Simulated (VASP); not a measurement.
Energy against volume of Cd (hcp). Method: revPBE GGA, VASP's PBE PAW potentials (set 64) (plane waves; VASP 6.6.1). Numerical set-up: 520 eV cut-off, 14×14×6 Γ-centred mesh, first-order Methfessel-Paxton smearing of 0.10 eV, potentials Cd.

Shape and ions are relaxed at each volume.

```tsv
V (Å³/atom)	E (eV/atom)
22.773	-0.40626
23.500	-0.41508
24.227	-0.41824
24.954	-0.41682
```

Task: Fit these four points and predict the energy of the run at 25.681 Å³/atom.

Result: A cubic in V^(−2/3), the third-order Birch-Murnaghan form, passes through the four points with V0 = 24.34 Å³/atom and B0 = 33 GPa, and gives -0.4117 eV/atom there. The run gave -0.4120 eV/atom, -0.3 meV/atom from the fit; all five points give B0 = 32 GPa.

The compound is Cd in the hcp structure. It was relaxed first, which changed the volume by +13 %.
